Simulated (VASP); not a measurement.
# Ba2Tl5V3O12 (R-3m) in VASP: a series of runs, part 2 of 2

VASP 6.6.1.

## (3) Relaxation of cell and atoms, RPBE, collinear spin, ferromagnetic start

Contents of INCAR:

```
SYSTEM = Ba2Tl5V3O12
  PREC = Accurate
  ENCUT = 600
  EDIFF = 1E-6
  ISMEAR = -1
  SIGMA = 0.05
  LREAL = .False.
  LASPH = .True.
  NELM = 150
  ALGO = Fast
  ISIF = 3
  LWAVE = .False.
  LCHARG = .False.
  ISPIN = 2
  MAGMOM = 0 0 2 2 2 0 0 0 0 0 0 0 0 0 0 0 0 0 0 0 0 0
  LORBIT = 11
  LMAXMIX = 4
  GGA = RP
  IBRION = 2
  NSW = 60
  EDIFFG = -0.02
  KPAR = 4
```

Contents of KPOINTS:

```
Automatic mesh
0
Gamma
  4 4 4
  0 0 0
```

Contents of POSCAR:

```
Ba2Tl5V3O12
1.0
    4.2369800000      2.4462200000      6.1284000000
   -4.2369800000      2.4462200000      6.1284000000
    0.0000000000     -4.8924400000      6.1284000000
Ba V Tl O
2 3 5 12
Direct
    0.5000000000      0.5000000000      0.5000000000
    0.0000000000      0.0000000000      0.0000000000
    0.5000000000      0.5000000000      0.0000000000
    0.0000000000      0.5000000000      0.5000000000
    0.5000000000      0.0000000000      0.5000000000
    0.0000000000      0.0000000000      0.5000000000
    0.5000000000      0.0000000000      0.0000000000
    0.0000000000      0.5000000000      0.0000000000
    0.7404500000      0.7404500000      0.7404500000
    0.2595500000      0.2595500000      0.2595500000
    0.7165200000      0.0808900000      0.4124200000
    0.4124200000      0.7165200000      0.0808900000
    0.0808900000      0.4124200000      0.7165200000
    0.5875700000      0.9191100000      0.2834800000
    0.9191100000      0.2834800000      0.5875700000
    0.2834800000      0.5875700000      0.9191100000
    0.2834800000      0.9191100000      0.5875700000
    0.5875700000      0.2834800000      0.9191100000
    0.9191100000      0.5875700000      0.2834800000
    0.4124200000      0.0808900000      0.7165200000
    0.0808900000      0.7165200000      0.4124200000
    0.7165200000      0.4124200000      0.0808900000
```

Potentials or basis: VASP PAW PBE potentials, release 64 (Ba_sv, V_sv, Tl_d, O).

Command:

```bash
$ cat potpaw_PBE.64/Ba_sv/POTCAR potpaw_PBE.64/V_sv/POTCAR potpaw_PBE.64/Tl_d/POTCAR potpaw_PBE.64/O/POTCAR > POTCAR
$ mpirun -np 4 vasp_std > vasp.out
```

It took 54 min on 4 MPI ranks of Intel Xeon 6975P-C (Granite Rapids), shared host; peak memory 1.6 GiB.

The run converged. Its results:

```yaml
Free_energy: -121.4077 eV
Relaxed_volume: 18.42 Å³/atom
Relaxed_cell: a = 7.999 Å, b = 7.999 Å, c = 7.999 Å, α = 65.52°, β = 65.52°, γ = 65.52°
Space_group_after_relaxing_to_0.05_Å: R-3m (No. 166)
Energy_gained_by_relaxing: 9.1 meV/atom
Ionic_steps: 12
Pressure_after_relaxing: 0.0 GPa
Largest_force_after_relaxing: 0.014 eV/Å
Band_gap_on_the_k_mesh: none (metal or under the smearing width)
Net_moment: 1.03 μB per cell
Site_moments: Ba +0.00, -0.00; V +0.34; Tl -0.00, +0.02; O -0.02 μB
Valence_electrons_inside_the_program's_atomic_spheres: Ba 7.74; V 11.65; Tl 11.11, 11.25; O 4.94
```

Forces in eV/Å, atoms in the order of the input:
```
Ba   0.000  0.000  0.000
Ba   0.000  0.000  0.000
V    0.000  0.000  0.000
V    0.000  0.000  0.000
V    0.000  0.000  0.000
Tl   0.000  0.000  0.000
Tl   0.000  0.000  0.000
Tl   0.000  0.000  0.000
Tl   0.000  0.000 -0.008
Tl   0.000  0.000  0.008
O    0.006 -0.002  0.013
O   -0.002  0.006  0.013
O   -0.005 -0.005  0.013
O   -0.005  0.005 -0.013
O    0.006  0.002 -0.013
O   -0.002 -0.006 -0.013
O   -0.006  0.002 -0.013
O    0.002 -0.006 -0.013
O    0.005  0.005 -0.013
O    0.005 -0.005  0.013
O   -0.006 -0.002  0.013
O    0.002  0.006  0.013
```

Stress tensor (GPa, compression positive):
```
-0.03  0.00  0.00
 0.00 -0.03  0.00
 0.00  0.00  0.06
```

The path:
```
step  energy change (eV)  largest force (eV/Å)  pressure (GPa)  volume (Å³)
   1              0.0000                0.1872            3.35       381.11
   2             -0.0605                0.6600           -1.65       401.45
   3             -0.1237                0.3241            0.29       392.71
   4             -0.1725                0.1748            0.17       397.48
   5             -0.1913                0.0746            0.11       402.58
   6             -0.1915                0.0760            0.11       402.99
   7             -0.1963                0.0547           -0.10       404.63
   8             -0.1967                0.0619           -0.21       405.44
   9             -0.1978                0.0671            0.14       405.03
  10             -0.1982                0.0444            0.02       405.17
  11             -0.1994                0.0266            0.01       405.24
  12             -0.1999                0.0145            0.00       405.32
```

Final structure:
```
Ba V Tl O
1.0
     4.32833    2.49896    6.24553
    -4.32833    2.49896    6.24553
     0.00000   -4.99793    6.24553
Ba V Tl O
2 3 5 12
Direct
  0.50000 0.50000 0.50000
  0.00000 0.00000 0.00000
  0.50000 0.50000 0.00000
  0.00000 0.50000 0.50000
  0.50000 0.00000 0.50000
  0.00000 0.00000 0.50000
  0.50000 0.00000 0.00000
  0.00000 0.50000 0.00000
  0.73982 0.73982 0.73982
  0.26018 0.26018 0.26018
  0.71425 0.07787 0.41473
  0.41473 0.71425 0.07787
  0.07787 0.41473 0.71425
  0.58527 0.92212 0.28574
  0.92212 0.28574 0.58527
  0.28574 0.58527 0.92212
  0.28574 0.92212 0.58527
  0.58527 0.28574 0.92212
  0.92212 0.58527 0.28574
  0.41473 0.07787 0.71425
  0.07787 0.71425 0.41473
  0.71425 0.41473 0.07787
```

Levels at points of the mesh, in eV from the Fermi level:
Spin up:
```
           k point  band 94  band 95  band 96  band 97  band 98  band 99  band 100  band 101  band 102  band 103
(0.00, 0.00, 0.00)    -1.06    -0.77    -0.44    -0.44    -0.20    -0.03     -0.03      0.07      1.08      1.65
(0.50, 0.00, 0.00)    -0.72    -0.58    -0.50    -0.42    -0.16     0.00      0.18      0.43      1.45      1.72
(0.50, 0.50, 0.00)    -0.65    -0.61    -0.55    -0.46    -0.07     0.08      0.85      0.95      1.10      1.48
(0.50, 0.50, 0.50)    -0.79    -0.74    -0.47    -0.11    -0.08    -0.08      0.62      0.62      1.34      1.46
```
Spin down:
```tsv
k point	band 95	band 96	band 97	band 98	band 99	band 100
(0.00, 0.00, 0.00)	-0.81	-0.43	-0.43	-0.23	0.11	0.65
(0.50, 0.00, 0.00)	-0.53	-0.50	-0.44	0.11	0.18	0.47
(0.50, 0.50, 0.00)	-0.57	-0.44	-0.44	0.07	0.63	1.00
(0.50, 0.50, 0.50)	-0.78	-0.50	-0.10	0.58	0.58	0.60
```

Caveat: the PAW data sets were made with another functional, which shifts forces and pressure a little; semilocal functionals often make such compounds metallic where correlation or magnetic order opens a gap, which also shifts bond lengths. The run has no spin-orbit coupling, so splittings on Ba, Tl are missing.

## (4) Relaxation of cell and atoms, revPBE, collinear spin, ferromagnetic start

INCAR: that of step 3 with these lines changed.

```diff
@@ -17,3 +17,3 @@
   LMAXMIX = 4
-  GGA = RP
+  GGA = RE
   IBRION = 2
```

KPOINTS is that of step 3.

POSCAR is that of step 3.

Command:

```bash
$ cat potpaw_PBE.64/Ba_sv/POTCAR potpaw_PBE.64/V_sv/POTCAR potpaw_PBE.64/Tl_d/POTCAR potpaw_PBE.64/O/POTCAR > POTCAR
$ mpirun -np 4 vasp_std > vasp.out
```

Run time: 54 min. Hardware: 4 MPI ranks of Intel Xeon 6975P-C (Granite Rapids), shared host; peak memory 1.5 GiB.

Results (log left out):

- Free energy: -122.4063 eV
- Relaxed volume: 18.11 Å³/atom
- Relaxed cell: a = 7.955 Å, b = 7.955 Å, c = 7.955 Å, α = 65.50°, β = 65.50°, γ = 65.50°
- Space group after relaxing (to 0.05 Å): R-3m (No. 166)
- Energy gained by relaxing: 5.1 meV/atom
- Ionic steps: 11
- Pressure after relaxing: 0.0 GPa
- Largest force after relaxing: 0.014 eV/Å
- Band gap on the k mesh: none (metal or under the smearing width)
- Net moment: 1.07 μB per cell
- Site moments: Ba +0.00, -0.00; V +0.35; Tl -0.00, +0.03; O -0.02 μB
- Valence electrons inside the program's atomic spheres: Ba 7.74; V 11.66; Tl 11.12, 11.26; O 4.94

Forces in eV/Å, atoms in the order of the input:
```
Ba   0.000  0.000  0.000
Ba   0.000  0.000  0.000
V    0.000  0.000  0.000
V    0.000  0.000  0.000
V    0.000  0.000  0.000
Tl   0.000  0.000  0.000
Tl   0.000  0.000  0.000
Tl   0.000  0.000  0.000
Tl   0.000  0.000 -0.005
Tl   0.000  0.000  0.005
O    0.011  0.008  0.003
O   -0.013  0.006  0.003
O    0.001 -0.014  0.003
O    0.001  0.014 -0.003
O    0.011 -0.008 -0.003
O   -0.013 -0.006 -0.003
O   -0.011 -0.008 -0.003
O    0.013 -0.006 -0.003
O   -0.001  0.014 -0.003
O   -0.001 -0.014  0.003
O   -0.011  0.008  0.003
O    0.013  0.006  0.003
```

Step by step:
```
step  energy change (eV)  largest force (eV/Å)  pressure (GPa)  volume (Å³)
   1              0.0000                0.1518            2.54       381.11
   2             -0.0296                0.5173           -1.37       396.46
   3             -0.0704                0.2390            0.23       389.68
   4             -0.0969                0.1289            0.13       393.19
   5             -0.1067                0.0596            0.06       396.85
   6             -0.1068                0.0604            0.05       397.08
   7             -0.1095                0.0399           -0.04       397.92
   8             -0.1100                0.0390           -0.11       398.47
   9             -0.1107                0.0443            0.12       398.04
  10             -0.1108                0.0366            0.07       398.13
  11             -0.1116                0.0142            0.02       398.43
```

Final structure:
```xyz
22
Lattice="4.3029 2.4843 6.2119 -4.3029 2.4843 6.2119 0.0000 -4.9686 6.2119" Properties=species:S:1:pos:R:3 pbc="T T T"
Ba    0.0000    0.0000    9.3179
Ba    0.0000    0.0000   18.6358
V     0.0000   -2.4843   12.4239
V     2.1515    1.2421   12.4239
V    -2.1515    1.2421   12.4239
Tl    0.0000    2.4843   15.5298
Tl   -2.1515   -1.2422   15.5298
Tl    2.1515   -1.2422   15.5298
Tl    0.0000    0.0000   13.7897
Tl    0.0000    0.0000    4.8461
O     2.7383   -0.0869    7.5040
O    -1.2939    2.4149    7.5040
O    -1.4444   -2.3280    7.5040
O    -1.4444    2.3279   11.1318
O     2.7383    0.0869   11.1318
O    -1.2939   -2.4149   11.1318
O    -2.7383    0.0869   11.1318
O     1.2939   -2.4149   11.1318
O     1.4444    2.3279   11.1318
O     1.4444   -2.3280    7.5040
O    -2.7383   -0.0869    7.5040
O     1.2939    2.4149    7.5040
```

Levels at points of the mesh, in eV from the Fermi level:
Spin up:
```csv
k point,band 96,band 97,band 98,band 99,band 100,band 101,band 102,band 103
"(0.00, 0.00, 0.00)",-0.48,-0.48,-0.25,-0.05,-0.05,0.03,1.06,1.62
"(0.50, 0.00, 0.00)",-0.55,-0.48,-0.19,0.00,0.20,0.44,1.41,1.69
"(0.50, 0.50, 0.00)",-0.60,-0.50,-0.09,0.11,0.89,0.96,1.09,1.45
"(0.50, 0.50, 0.50)",-0.53,-0.13,-0.10,-0.10,0.67,0.67,1.29,1.43
```
Spin down:
| k point | band 93 | band 94 | band 95 | band 96 | band 97 | band 98 | band 99 | band 100 | band 101 | band 102 |
| --- | --- | --- | --- | --- | --- | --- | --- | --- | --- | --- |
| (0.00, 0.00, 0.00) | -1.30 | -1.15 | -0.85 | -0.45 | -0.45 | -0.27 | 0.07 | 0.63 | 0.63 | 1.29 |
| (0.50, 0.00, 0.00) | -1.14 | -0.76 | -0.58 | -0.53 | -0.50 | 0.10 | 0.21 | 0.43 | 0.63 | 1.60 |
| (0.50, 0.50, 0.00) | -0.74 | -0.69 | -0.61 | -0.48 | -0.46 | 0.09 | 0.61 | 1.03 | 1.18 | 1.32 |
| (0.50, 0.50, 0.50) | -0.88 | -0.88 | -0.82 | -0.55 | -0.12 | 0.55 | 0.55 | 0.65 | 0.65 | 1.46 |

Caveat: the PAW data sets were made with another functional, which shifts forces and pressure a little; semilocal functionals often make such compounds metallic where correlation or magnetic order opens a gap, which also shifts bond lengths.

## (5) Overview

| task | level | cell | cutoff (eV) | gap on the mesh (eV) | pressure (GPa) | moment (μB) | relaxed volume (Å³/atom) | largest force (eV/Å) |
| --- | --- | --- | --- | --- | --- | --- | --- | --- |
| atomic charges | PBE+TS | as given | 520 | none | -1.6 | 1.10 | - | 0.06 |
| relaxation of cell and atoms | RPBE | relaxed | 600 | none | 0.0 | 1.03 | 18.42 | 0.01 |
| relaxation of cell and atoms | revPBE | relaxed | 600 | none | 0.0 | 1.07 | 18.11 | 0.01 |

Alike in all rows: potentials or basis VASP PAW PBE potentials, release 64 (Ba_sv, V_sv, Tl_d, O); spin collinear, ferromagnetic start; k mesh 4 × 4 × 4; smearing fermi-dirac 0.05 eV.

Caveats: semilocal functionals often make such compounds metallic where correlation or magnetic order opens a gap, which also shifts bond lengths; the PAW data sets were made with another functional, which shifts forces and pressure a little (some runs); atom-pairwise D2, TS and ULG terms overbind metals (some runs); pairwise dispersion overbinds metals, which lowers pressure and volume (some runs).

Absolute energies hang on the potentials; compare differences alone.
